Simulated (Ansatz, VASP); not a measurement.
## Mg3C in VASP and in Ansatz

```
Mg C
1.0
     4.16097    0.00000    0.00000
    -2.08049    3.60351    0.00000
     0.00000    0.00000    4.39148
Mg C
3 1
Direct
  0.00000 0.00000 0.50000
  0.33333 0.66667 0.00000
  0.66667 0.33333 0.00000
  0.00000 0.00000 0.00000
```

Change from the starting cell: species swapped into the Li3N type (P6/mmm, No. 191).

Alike in both runs: task relaxation of cell and atoms; functional PBE; k mesh 6 × 6 × 4; occupations gaussian, width 0.1 eV; no spin polarisation.

|  | VASP | Ansatz |
| --- | --- | --- |
| version | VASP 6.6.1 | Ansatz 0.2.0 |
| potentials or method | VASP PAW PBE potentials, release 64 (Mg, C) | scalar-relativistic, plane waves, PAW |
| plane-wave cutoff (eV) | 600 | 420 |
| valence electrons in the cell | 10 | 34 |

VASP gave:

| Item | Value |
| --- | --- |
| gap on the k mesh at the Fermi level, each at its own relaxed structure (eV) | none |
| relaxed volume (Å³/atom) | 18.08 |
| relaxed cell length with the largest relative difference (Å) | 4.408 |
| energy change over the relaxation (meV/atom) | -38 |

Which values does Ansatz return?

gap on the k mesh at the Fermi level, each at its own relaxed structure (eV): none; relaxed volume (Å³/atom): 18.11; relaxed cell length with the largest relative difference (Å): 4.410; energy change over the relaxation (meV/atom): -39.

A gap of «none» marks a metal or a gap that the smearing closes. The two sets of potentials don't hold the same shells in valence.
